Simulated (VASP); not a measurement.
A run of VASP 6.6.1:

INCAR

```
SYSTEM = VSe2
  PREC = Accurate
  ENCUT = 600
  EDIFF = 1E-7
  ISMEAR = 0
  SIGMA = 0.1
  LREAL = .False.
  LASPH = .True.
  NELM = 100
  ALGO = Normal
  ISIF = 3
  LWAVE = .False.
  LCHARG = .False.
  ISPIN = 2
  MAGMOM = 1 0 0
  LORBIT = 11
  LMAXMIX = 4
  LDAU = .True.
  LDAUTYPE = 2
  LDAUL = 2 -1
  LDAUU = 3.25 0
  LDAUJ = 0 0
  LDAUPRINT = 1
  GGA = PS
  IVDW = 12
  IBRION = 2
  NSW = 80
  EDIFFG = -0.004
```

File KPOINTS:

```
Automatic mesh
0
Gamma
  15 15 8
  0 0 0
```

Contents of POSCAR:

```
VSe2
1.0
    3.3550000000      0.0000000000      0.0000000000
   -1.6775000000      2.9055152300      0.0000000000
    0.0000000000      0.0000000000      6.1340000000
V Se
1 2
Direct
    0.0000000000      0.0000000000      0.0000000000
    0.3333333300      0.6666666700      0.2500000000
    0.6666666700      0.3333333300      0.7500000000
```

Potentials or basis: VASP PAW PBE potentials, release 64 (V_sv, Se).

The run is started by

```sh
$ cat potpaw_PBE.64/V_sv/POTCAR potpaw_PBE.64/Se/POTCAR > POTCAR
$ mpirun -np 1 vasp_std > vasp.out
```

Hardware: 1 thread of Intel(R) Xeon(R) Platinum 8259CL CPU @ 2.50GHz (Skylake/Cascade Lake), on a shared host.

Q: Estimate the wall time of this run.

A: Wall time 74 min on 1 thread of Intel(R) Xeon(R) Platinum 8259CL CPU @ 2.50GHz (Skylake/Cascade Lake), with other jobs on the host, peak memory 0.57 GiB. Counts: scf iterations 184, k points 192, ion steps 19.
